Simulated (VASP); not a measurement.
# How strain moves the gap of CdS (Hawleyite), part 2 of 4

Aim: follow the gap and pressure of CdS (Hawleyite) through compression, expansion and shear. All runs use LDA. The start is a cell from a database of measured crystal structures.

VASP 6.6.1; LDA; plane waves and PAW (Cd, S).

Still holding for the runs below: Spin-orbit coupling is off here; it would split degenerate levels.

So far, least gap on mesh and path (eV): step 3 (bands, cell as listed) 0.890.

## 4. Bands, volume times 1.04

The cell is expanded evenly, with fractional positions held.

File INCAR:

```
SYSTEM = CdS
PREC = Accurate
ENCUT = 400
EDIFF = 1E-06
NELM = 100
ISMEAR = -1
SIGMA = 0.05
LREAL = .FALSE.
ALGO = Normal
GGA = CA
NBANDS = 21
LORBIT = 11
LWAVE = .FALSE.
LCHARG = .FALSE.
KPAR = 2
```

File POSCAR:

```
CdS
1.0
    0.0000000000      2.9548794012      2.9548794012
    2.9548794012      0.0000000000      2.9548794012
    2.9548794012      2.9548794012      0.0000000000
Cd S
1 1
Direct
    0.0000000000      0.0000000000      0.0000000000
    0.2500000000      0.2500000000      0.2500000000
```

File KPOINTS:

```
Automatic mesh
0
Gamma
7 7 7
0 0 0
```

File KPOINTS_OPT:

```
Line mode
16
Line-mode
Reciprocal
  0.00000000   0.00000000   0.00000000 GAMMA
  0.50000000   0.00000000   0.50000000 X

  0.50000000   0.00000000   0.50000000 X
  0.50000000   0.25000000   0.75000000 W

  0.50000000   0.25000000   0.75000000 W
  0.37500000   0.37500000   0.75000000 K

  0.37500000   0.37500000   0.75000000 K
  0.00000000   0.00000000   0.00000000 GAMMA

  0.00000000   0.00000000   0.00000000 GAMMA
  0.50000000   0.50000000   0.50000000 L

  0.50000000   0.50000000   0.50000000 L
  0.62500000   0.25000000   0.62500000 U

  0.62500000   0.25000000   0.62500000 U
  0.50000000   0.25000000   0.75000000 W

  0.50000000   0.25000000   0.75000000 W
  0.50000000   0.50000000   0.50000000 L

  0.50000000   0.50000000   0.50000000 L
  0.37500000   0.37500000   0.75000000 K

  0.62500000   0.25000000   0.62500000 U
  0.50000000   0.00000000   0.50000000 X
```

Potentials, in the order of the species: Cd and S (LDA family, release 64).

Started as:

```
> mpirun -np 2 vasp_std
```

Log:

```text
[... set-up lines as in an earlier step ...]
 entering main loop
       N       E                     dE             d eps       ncg     rms          rms(c)
DAV:   1     0.959031307117E+02    0.95903E+02   -0.74485E+03   888   0.627E+02
DAV:   2    -0.371285377914E+01   -0.99616E+02   -0.93108E+02   955   0.192E+02
DAV:   3    -0.785342399405E+01   -0.41406E+01   -0.41156E+01  1001   0.398E+01
DAV:   4    -0.787708611811E+01   -0.23662E-01   -0.23658E-01   986   0.297E+00
DAV:   5    -0.787730731168E+01   -0.22119E-03   -0.22119E-03   993   0.268E-01    0.744E+00
DAV:   6    -0.738875747076E+01    0.48855E+00   -0.47873E-01  1105   0.857E+00    0.606E+00
DAV:   7    -0.736354352299E+01    0.25214E-01   -0.12599E-01   995   0.201E+00    0.288E+00
DAV:   8    -0.735750406072E+01    0.60395E-02   -0.12558E-02   925   0.105E+00    0.208E-01
DAV:   9    -0.735710216979E+01    0.40189E-03   -0.10899E-03  1064   0.414E-01    0.782E-02
DAV:  10    -0.735710606213E+01   -0.38923E-05   -0.11479E-04   973   0.101E-01    0.586E-02
DAV:  11    -0.735711326732E+01   -0.72052E-05   -0.31612E-05   960   0.301E-02    0.168E-02
DAV:  12    -0.735711142858E+01    0.18387E-05   -0.29904E-06   984   0.148E-02    0.570E-03
DAV:  13    -0.735711149574E+01   -0.67160E-07   -0.67169E-07   598   0.442E-03
   1 F= -.73571115E+01 E0= -.73571097E+01  d E =-.352345E-05
 Start KPOINTS_OPT (optional k-point list driver)
k-point batch [1-20\160]
       N       E                     dE             ncg
DAV:   1     0.247325077433E+03   -0.61931E+04      896
DAV:   2    -0.175670274993E+04   -0.20040E+04      965
DAV:   3    -0.183908235188E+04   -0.82380E+02     1018
DAV:   4    -0.183951138915E+04   -0.42904E+00      948
DAV:   5    -0.183951513066E+04   -0.37415E-02     1035
DAV:   6    -0.183951517820E+04   -0.47542E-04      983
DAV:   7    -0.183951517890E+04   -0.70076E-06      939
[...]
k-point batch [141-160\160]
       N       E                     dE             ncg
DAV:   1     0.124600674085E+03   -0.10906E+05      896
DAV:   2    -0.184371335096E+04   -0.19683E+04      981
DAV:   3    -0.192159171552E+04   -0.77878E+02     1000
DAV:   4    -0.192198945528E+04   -0.39774E+00      965
DAV:   5    -0.192199303302E+04   -0.35777E-02     1026
DAV:   6    -0.192199308053E+04   -0.47512E-04      992
DAV:   7    -0.192199308126E+04   -0.73062E-06      971
```

Elapsed: 22 s, on 2 MPI ranks of AMD EPYC 9R45, shared host; peak memory 0.26 GiB; 42 s of CPU time.

Parts of OUTCAR (step 4):

```text
  LATTYP: Found a face centered cubic cell.
 ALAT       =     5.9097588024

The static configuration has the point symmetry T_d .

 Found     20 irreducible k-points:

   ENCUT  =  400.0 eV  29.40 Ry    5.42 a.u.   6.81  6.81  6.81*2*pi/ulx,y,z

   NELECT =      18.0000    total number of electrons

 E-fermi :   1.2311

 k-point     1 :       0.0000    0.0000    0.0000
  band No.  band energies     occupation
    ...
      5      -6.4090      2.00000
      6      -6.4090      2.00000
      7       0.7947      1.99968
      8       0.7947      1.99968
      9       0.7947      1.99968
     10       1.5987      0.00128
     11       7.1574      0.00000
     12       7.1574      0.00000
     13       7.1574      0.00000
     14      11.6548      0.00000
    ...

 k-point     2 :       0.1429    0.0000    0.0000
  band No.  band energies     occupation
    ...
      5      -6.4096      2.00000
      6      -6.4096      2.00000
      7      -0.4767      2.00000
      8       0.6461      1.99998
      9       0.6461      1.99998
     10       2.6355      0.00000
     11       6.8241      0.00000
     12       7.3977      0.00000
     13       7.3977      0.00000
     14      11.4375      0.00000
    ...

  Total       -1.4416934     -1.4416934     -1.4416934      0.0000000     -0.0000000     -0.0000000
  in kB      -44.7645506    -44.7645506    -44.7645506      0.0000000     -0.0000000     -0.0000000
  external PRESSURE =     -44.7645506 kB  Pullay stress =       0.0000000 kB

  energy-cutoff  :      400.00
  volume of cell :       51.60
      direct lattice vectors                 reciprocal lattice vectors
     0.000000000  2.954879401  2.954879401    -0.169211644  0.169211644  0.169211644
     2.954879401  0.000000000  2.954879401     0.169211644 -0.169211644  0.169211644
     2.954879401  2.954879401  0.000000000     0.169211644  0.169211644 -0.169211644

 POSITION                                       TOTAL-FORCE (eV/Angst)
 -----------------------------------------------------------------------------------
      0.00000      0.00000      0.00000         0.000000      0.000000      0.000000
      1.47744      1.47744      1.47744        -0.000000     -0.000000     -0.000000
 -----------------------------------------------------------------------------------
    total drift:                                0.000000      0.000000      0.000000

  FREE ENERGIE OF THE ION-ELECTRON SYSTEM (eV)
  ---------------------------------------------------
  free  energy   TOTEN  =        -7.3571114957 eV

  energy  without entropy=       -7.3571079723  energy(sigma->0) =       -7.35710973

 total charge
# of ion       s       p       d       tot
------------------------------------------
    1        0.435   0.311   9.548  10.293
    2        1.326   2.355   0.000   3.681
--------------------------------------------------
tot          1.760   2.666   9.548  13.974

[... 4 parts as in an earlier step ...]

[... 6 further parts left out ...]
```

Numbers from this step:

```yaml
free_energy_toten: -7.357 eV
fermi_energy: 1.231 eV
pressure: -4.476 GPa
least_gap_on_mesh_and_path: 0.804 eV
least_direct_gap_on_mesh_and_path: 0.804 eV
```

The electronic bands at the labelled points (eV, zero at the valence-band top; v1 is the highest filled band, c1 the lowest empty one):

```tsv
point	v4	v3	v2	v1	c1	c2	c3	c4
Γ	-7.20	0.00	0.00	0.00	0.80	6.36	6.36	6.36
0.53 of the way	-7.16	-2.50	-1.07	-1.07	3.43	4.51	8.07	8.07
X	-6.79	-3.89	-1.79	-1.79	3.37	4.11	8.79	10.31
0.53 of the way	-6.69	-3.85	-2.01	-1.97	4.16	4.62	8.30	8.47
W	-6.62	-3.82	-2.17	-2.11	5.12	5.24	6.93	7.82
0.47 of the way	-6.65	-3.84	-2.35	-1.76	4.57	5.21	7.44	8.17
K	-6.67	-3.85	-2.44	-1.46	4.02	5.19	8.16	8.80
0.53 of the way	-7.16	-2.58	-1.18	-0.35	3.13	5.81	6.66	7.01
Γ	-7.20	0.00	0.00	0.00	0.80	6.36	6.36	6.36
0.53 of the way	-7.20	-2.67	-0.41	-0.41	2.54	6.09	6.87	6.87
L	-6.85	-4.29	-0.71	-0.71	2.72	6.83	6.83	7.10
0.47 of the way	-6.78	-4.10	-1.63	-0.97	3.69	5.82	7.35	7.45
U	-6.67	-3.85	-2.44	-1.46	4.02	5.19	8.16	8.80
0.47 of the way	-6.65	-3.84	-2.37	-1.70	4.45	5.20	7.57	8.24
W	-6.62	-3.82	-2.17	-2.11	5.12	5.24	6.93	7.82
0.53 of the way	-6.76	-4.04	-1.78	-1.11	3.96	5.69	6.98	7.97
L	-6.85	-4.29	-0.71	-0.71	2.72	6.83	6.83	7.10
0.53 of the way	-6.76	-4.05	-1.81	-1.04	3.85	5.70	7.37	7.62
K	-6.67	-3.85	-2.44	-1.46	4.02	5.19	8.16	8.80
jump to U	-6.67	-3.85	-2.44	-1.46	4.02	5.19	8.16	8.80
0.47 of the way	-6.74	-3.87	-2.09	-1.69	3.68	4.45	8.55	9.65
X	-6.79	-3.89	-1.79	-1.79	3.37	4.11	8.79	10.31
```

Of the projections kept (Cd, S), the largest for each band there, as a share of the weight inside these atoms' spheres; weight between the spheres isn't counted:

```tsv
point	v4	v3	v2	v1	c1	c2	c3	c4
Γ	Cd 1.00	S 0.80	S 0.80	S 0.80	Cd 0.56	Cd 0.99	Cd 0.99	Cd 0.99
X	Cd 0.93	Cd 0.54	S 0.79	S 0.79	Cd 0.77	Cd 0.72	S 0.81	Cd 0.53
W	Cd 0.93	S 0.51	S 0.78	S 0.71	Cd 0.51	S 0.59	Cd 0.74	Cd 0.52
K	Cd 0.93	S 0.51	S 0.73	S 0.78	Cd 0.73	S 0.54	S 0.74	Cd 0.61
Γ	Cd 1.00	S 0.80	S 0.80	S 0.80	Cd 0.56	Cd 0.99	Cd 0.99	Cd 0.99
L	Cd 0.95	S 0.59	S 0.79	S 0.79	Cd 0.69	Cd 0.90	Cd 0.90	S 0.80
```

The gap is 0.80 eV, direct at Γ. That is -0.09 eV from the cell as listed. The pressure is -4.48 GPa.

## 5. Bands, volume times 1.08

The cell is expanded evenly, with fractional positions held.

INCAR is that of step 4.

File POSCAR:

```
CdS
1.0
    0.0000000000      2.9922869091      2.9922869091
    2.9922869091      0.0000000000      2.9922869091
    2.9922869091      2.9922869091      0.0000000000
Cd S
1 1
Direct
    0.0000000000      0.0000000000      0.0000000000
    0.2500000000      0.2500000000      0.2500000000
```

KPOINTS is that of step 4.

KPOINTS_OPT is that of step 4.

Started as:

```
> mpirun -np 2 vasp_std
```

Log:

```text
[... set-up lines as in an earlier step ...]
 entering main loop
       N       E                     dE             d eps       ncg     rms          rms(c)
DAV:   1     0.955437589011E+02    0.95544E+02   -0.76199E+03   896   0.635E+02
DAV:   2    -0.372635435901E+01   -0.99270E+02   -0.92969E+02   948   0.191E+02
DAV:   3    -0.779991187568E+01   -0.40736E+01   -0.40498E+01  1030   0.398E+01
DAV:   4    -0.782235684568E+01   -0.22445E-01   -0.22442E-01   940   0.292E+00
DAV:   5    -0.782257772857E+01   -0.22088E-03   -0.22088E-03  1031   0.266E-01    0.687E+00
DAV:   6    -0.732766113538E+01    0.49492E+00   -0.49682E-01  1117   0.835E+00    0.568E+00
DAV:   7    -0.730315530818E+01    0.24506E-01   -0.11842E-01  1010   0.195E+00    0.275E+00
DAV:   8    -0.729658752159E+01    0.65678E-02   -0.11649E-02   930   0.977E-01    0.185E-01
DAV:   9    -0.729619644029E+01    0.39108E-03   -0.93212E-04  1059   0.369E-01    0.845E-02
DAV:  10    -0.729620714879E+01   -0.10708E-04   -0.11106E-04   965   0.931E-02    0.566E-02
DAV:  11    -0.729621256053E+01   -0.54117E-05   -0.25260E-05   960   0.279E-02    0.124E-02
DAV:  12    -0.729621147111E+01    0.10894E-05   -0.21464E-06   971   0.898E-03    0.445E-03
DAV:  13    -0.729621154308E+01   -0.71973E-07   -0.43973E-07   538   0.424E-03
   1 F= -.72962115E+01 E0= -.72962077E+01  d E =-.768263E-05
 Start KPOINTS_OPT (optional k-point list driver)
k-point batch [1-20\160]
       N       E                     dE             ncg
DAV:   1     0.183715317359E+03   -0.63416E+04      872
DAV:   2    -0.182951730275E+04   -0.20132E+04      958
DAV:   3    -0.191485113154E+04   -0.85334E+02     1023
DAV:   4    -0.191529978653E+04   -0.44865E+00      950
DAV:   5    -0.191530384231E+04   -0.40558E-02     1039
DAV:   6    -0.191530389659E+04   -0.54278E-04      971
DAV:   7    -0.191530389743E+04   -0.84555E-06      971
[...]
k-point batch [141-160\160]
       N       E                     dE             ncg
DAV:   1     0.983862318697E+02   -0.10752E+05      888
DAV:   2    -0.191433224220E+04   -0.20127E+04      960
DAV:   3    -0.199344735843E+04   -0.79115E+02     1023
DAV:   4    -0.199385734973E+04   -0.40999E+00      950
DAV:   5    -0.199386115447E+04   -0.38047E-02     1018
DAV:   6    -0.199386120841E+04   -0.53941E-04      974
DAV:   7    -0.199386120931E+04   -0.89802E-06     1055
```

The job ended after 23 s (2 MPI ranks; peak memory 0.28 GiB; 44 s of CPU time).

Parts of OUTCAR (step 5):

```text
   ENCUT  =  400.0 eV  29.40 Ry    5.42 a.u.   6.90  6.90  6.90*2*pi/ulx,y,z

   NELECT =      18.0000    total number of electrons

 E-fermi :   0.8864

 k-point     1 :       0.0000    0.0000    0.0000
  band No.  band energies     occupation
    ...
      5      -6.6426      2.00000
      6      -6.6426      2.00000
      7       0.4903      1.99927
      8       0.4903      1.99927
      9       0.4903      1.99927
     10       1.2105      0.00305
     11       6.8486      0.00000
     12       6.8486      0.00000
     13       6.8486      0.00000
     14      11.1417      0.00000
    ...

  Total       -2.0471718     -2.0471718     -2.0471718      0.0000000      0.0000000      0.0000000
  in kB      -61.2103952    -61.2103952    -61.2103952      0.0000000      0.0000000      0.0000000
  external PRESSURE =     -61.2103952 kB  Pullay stress =       0.0000000 kB

 POSITION                                       TOTAL-FORCE (eV/Angst)
 -----------------------------------------------------------------------------------
      0.00000      0.00000      0.00000         0.000000      0.000000     -0.000000
      1.49614      1.49614      1.49614        -0.000000     -0.000000      0.000000
 -----------------------------------------------------------------------------------
    total drift:                                0.000000      0.000000      0.000001

  FREE ENERGIE OF THE ION-ELECTRON SYSTEM (eV)
  ---------------------------------------------------
  free  energy   TOTEN  =        -7.2962115431 eV

  energy  without entropy=       -7.2962038604  energy(sigma->0) =       -7.29620770

[... 4 parts as in an earlier step ...]

[... 12 further parts left out ...]
```

This step gave:

- free energy (TOTEN): -7.296 eV
- Fermi energy: 0.8864 eV
- pressure: -6.121 GPa
- least gap on mesh and path: 0.7202 eV
- least direct gap on mesh and path: 0.7202 eV

Electronic bands along the path, in eV, zero at the valence-band top; v1 is the highest filled band, c1 the lowest empty one:

```tsv
point	v4	v3	v2	v1	c1	c2	c3	c4
Γ	-7.13	0.00	0.00	0.00	0.72	6.36	6.36	6.36
0.53 of the way	-7.09	-2.44	-0.99	-0.99	3.34	4.51	7.98	7.98
X	-6.75	-3.73	-1.67	-1.67	3.42	4.05	8.64	10.08
0.53 of the way	-6.67	-3.69	-1.87	-1.85	4.18	4.51	8.22	8.34
W	-6.61	-3.65	-2.01	-1.99	4.95	5.24	6.84	7.82
0.47 of the way	-6.63	-3.67	-2.20	-1.64	4.51	5.12	7.35	8.12
K	-6.65	-3.69	-2.28	-1.36	4.00	5.10	8.06	8.70
0.47 of the way	-7.06	-2.81	-1.36	-0.43	3.33	5.86	6.47	7.12
Γ	-7.13	0.00	0.00	0.00	0.72	6.36	6.36	6.36
0.47 of the way	-7.13	-2.23	-0.32	-0.32	2.33	5.95	6.80	6.80
L	-6.81	-4.07	-0.66	-0.66	2.66	6.82	6.82	6.98
0.53 of the way	-6.73	-3.85	-1.70	-0.97	3.76	5.68	7.25	7.57
U	-6.65	-3.69	-2.28	-1.36	4.00	5.10	8.06	8.70
0.53 of the way	-6.63	-3.67	-2.20	-1.64	4.51	5.12	7.35	8.12
W	-6.61	-3.65	-2.01	-1.99	4.95	5.24	6.84	7.82
0.47 of the way	-6.71	-3.80	-1.85	-1.14	4.08	5.58	6.81	8.14
L	-6.81	-4.07	-0.66	-0.66	2.66	6.82	6.82	6.98
0.47 of the way	-6.75	-3.90	-1.53	-0.91	3.60	5.81	7.23	7.41
K	-6.65	-3.69	-2.28	-1.36	4.00	5.10	8.06	8.70
jump to U	-6.65	-3.69	-2.28	-1.36	4.00	5.10	8.06	8.70
0.53 of the way	-6.72	-3.71	-1.89	-1.60	3.66	4.29	8.48	9.61
X	-6.75	-3.73	-1.67	-1.67	3.42	4.05	8.64	10.08
```

Of the projections kept (Cd, S), the largest for each band there, as a share of the weight inside these atoms' spheres; weight between the spheres isn't counted:

```tsv
point	v4	v3	v2	v1	c1	c2	c3	c4
Γ	Cd 1.00	S 0.81	S 0.81	S 0.81	Cd 0.58	Cd 0.99	Cd 0.98	Cd 0.98
X	Cd 0.94	Cd 0.53	S 0.80	S 0.80	Cd 0.77	Cd 0.70	S 0.81	Cd 0.53
W	Cd 0.93	S 0.51	S 0.80	S 0.73	Cd 0.51	S 0.59	Cd 0.74	Cd 0.50
K	Cd 0.94	S 0.51	S 0.75	S 0.80	Cd 0.71	S 0.55	S 0.74	Cd 0.61
Γ	Cd 1.00	S 0.81	S 0.81	S 0.81	Cd 0.58	Cd 0.98	Cd 0.99	Cd 0.98
L	Cd 0.96	S 0.59	S 0.80	S 0.80	Cd 0.69	Cd 0.89	Cd 0.89	S 0.80
```

The gap is 0.72 eV, direct at Γ. That is -0.17 eV from the cell as listed. The pressure is -6.12 GPa.

(Continued in part 3 of 4.)

[Lines on the potential files, build, host, timing and source positions are cut from VASP's logs without a mark.]

[Logs are printed without paths, hosts, clocks, repeated set-up lines and the standing remarks that a program may print on its own settings, such as how far it seeks lower states.]

[Hosts, paths, dates, database ids (printed as entryN), source tags and the programs' standing remarks are cut or masked in the printed files.]

[A measured line is paired with the nearest computed mode of its activity, which favours agreement.]

[In band tables of VASP the shares of atoms and orbitals are scaled to a sum of 1 inside the atoms' spheres.]
